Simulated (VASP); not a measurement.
Data:

```
Er
1.0
    1.78000    -3.08305     0.00000
    1.78000     3.08305     0.00000
    0.00000     0.00000     5.59000
Er
2
Direct
  0.33333   0.66667   0.25000
  0.66667   0.33333   0.75000
```

The numbers are results of PBE GGA, VASP's PBE PAW potentials (set 64) (plane waves; VASP), not measurements. Numerical set-up: PREC = Normal, 400 eV cut-off, 11×11×6 Γ-centred mesh, first-order Methfessel-Paxton smearing of 0.10 eV, potentials Er_3.

The 4f electrons are frozen in the core of the lanthanide potential, so 4f levels, which can set the real gap, and their magnetism are missing.

Predict the energy per atom (σ→0), band gap (on the k-mesh) with the smallest direct gap where there is one.

The band gap (on the k-mesh) is none (metal, semimetal or under 0.01 eV). The energy per atom (σ→0) is -4.499 eV/atom.

The absolute energy has meaning only against runs of the same code, potentials and settings.

The compound is Er in the hcp structure. The cell was not relaxed at this level. The run is one of a series of settings (PREC = Normal against the base run), some of them coarse on purpose.
